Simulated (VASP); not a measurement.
Consider the following.

```
HfS2
1.0
    1.77823    -3.07999     0.00000
    1.77823     3.07999     0.00000
    0.00000     0.00000     5.69067
Hf S
1 2
Direct
  0.00000   0.00000   0.00000
  0.33333   0.66667   0.25336
  0.66667   0.33333   0.74664
```

Method: LDA (Ceperley-Alder, Perdew-Zunger), VASP's LDA PAW potentials (set 64) (plane waves; VASP). Numerical set-up: 520 eV cut-off, Gaussian smearing of 0.050 eV, potentials Hf_pv S.

Unless said otherwise, spin-orbit coupling is left out, though it shifts the bands of the heavy elements here.

Problem. Predict the band gap (along the path) with the smallest direct gap where there is one.

Solution. 
| Item | Result |
|---|---|
| band gap (along the path) | 0.63 eV |
| smallest direct gap (along the path) | 1.59 eV |

Total energies compare only between runs with the same potentials, cut-off and functional.

The compound is HfS2 in the 1T layered structure. It was relaxed first, which changed the volume by -7 %.
